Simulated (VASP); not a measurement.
Consider the following.

```
NbSi
1.0
    0.00000     2.97000     2.97000
    2.97000     0.00000     2.97000
    2.97000     2.97000     0.00000
Nb Si
1 1
Cartesian
  0.00000   0.00000   0.00000
  2.97000   2.97000   2.97000
```

Calculation: PBEsol GGA, VASP's PBE PAW potentials (set 64) (plane waves; VASP). Settings: 400 eV cut-off, 10×10×10 Γ-centred mesh, first-order Methfessel-Paxton smearing of 0.10 eV, potentials Nb_sv Si.

Energy and stress use the plane-wave basis of the starting cell.

The ions, cell shape and volume are relaxed. What does this cell relax into?

```
NbSi
1.0
    0.00000     2.55002     2.55002
    2.55002     0.00000     2.55002
    2.55002     2.55002     0.00000
Nb Si
1 1
Direct
  0.00000   0.00000   0.00000
  0.50000   0.50000   0.50000
```
Space group Fm-3m (225), at a tolerance of 0.03 Å.

How do energy and volume change from the first to the last step?

The energy (σ→0) changes by -1275.3 meV/atom and the volume by -36.7 %, in 7 ionic steps.

| step | E(σ→0) (eV) | max force (eV/Å) | pressure (GPa) | volume (Å³) |
|---|---|---|---|---|
| 1 | -14.6869 | 0.000 | -28.40 | 52.40 |
| 2 | -15.3844 | 0.000 | 86.79 | 24.48 |
| 3 | -17.2304 | 0.000 | -3.25 | 33.87 |
| 4 | -17.2370 | 0.000 | -0.94 | 33.36 |
| 5 | -17.2372 | 0.000 | 0.64 | 33.03 |
| 6 | -17.2371 | 0.000 | -0.76 | 33.33 |
| 7 | -17.2375 | 0.000 | 0.01 | 33.16 |

The structure was generated: NbSi was put into the rock salt type (Fm-3m), which need not be its known phase. This run relaxes it. Symmetry was kept, so distortions that lower it aren't found. The electron count is odd and the run is not spin-polarised, which forces a metal.
